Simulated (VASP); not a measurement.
An input for Ansatz (written as the equivalent of a VASP run, and not itself run):

Ansatz 0.2 input:
```yaml
crystal:
  lattice:
    - [0.0000000, 4.6151610, 4.6151610]
    - [4.6151610, 0.0000000, 4.6151610]
    - [4.6151610, 4.6151610, 0.0000000]
  atoms:
    - { symbol: Y, position: [0.1250000, 0.1250000, 0.1250000] }
    - { symbol: Y, position: [0.6250000, 0.1250000, 0.1250000] }
    - { symbol: Y, position: [0.1250000, 0.6250000, 0.1250000] }
    - { symbol: Y, position: [0.1250000, 0.1250000, 0.6250000] }
    - { symbol: Al, position: [0.7500000, 0.7500000, 0.7500000] }
    - { symbol: Al, position: [0.5000000, 0.5000000, 0.5000000] }
kpoints:
  mp_grid: { grid: [5, 5, 5] }
hamiltonian:
  xc: pbe
  pseudopotentials: { kind: paw }
scf:
  occupations: { method: gaussian, width: 0.2 }
  max_iter: 100
output: { forces: true, stress: true, eigenvalues: true }
```

Task: Write the VASP files for the same calculation (PBE).

Result: One answer among several that fit: 
KPOINTS:
```
Automatic mesh
0
Gamma
5 5 5
0 0 0
```

### POSCAR
```
Y2Al
1.0
  0.0000000000   4.6151610000   4.6151610000
  4.6151610000   0.0000000000   4.6151610000
  4.6151610000   4.6151610000   0.0000000000
Y Al
4 2
Direct
  0.1250000000   0.1250000000   0.1250000000
  0.6250000000   0.1250000000   0.1250000000
  0.1250000000   0.6250000000   0.1250000000
  0.1250000000   0.1250000000   0.6250000000
  0.7500000000   0.7500000000   0.7500000000
  0.5000000000   0.5000000000   0.5000000000
```

### INCAR
```
ALGO = Normal
EDIFF = 1E-6
ENCUT = 300
GGA = PE
ISIF = 2
ISMEAR = 0
LASPH = T
LCHARG = F
LMAXMIX = 4
LREAL = F
LWAVE = F
NELM = 100
PREC = Accurate
SIGMA = 0.2
SYSTEM = Y2Al
```

POTCAR, in this order: Y_sv Al (PBE.64 set). Program: vasp_std.

The two are equivalent in intent, not identical: each code has its own PAW files, so the cut-off isn't converted (ENCUT is set for VASP's; basis.ecutwfc is left out, and Ansatz then takes the one that its files recommend); Ansatz stops its SCF on the density residual and VASP on the energy change (EDIFF).

The structure was generated: Y2Al was put into an ordered model structure, which need not be its known phase. The cell was not relaxed at this level, and its volume differs by -5.9 % from the start's.
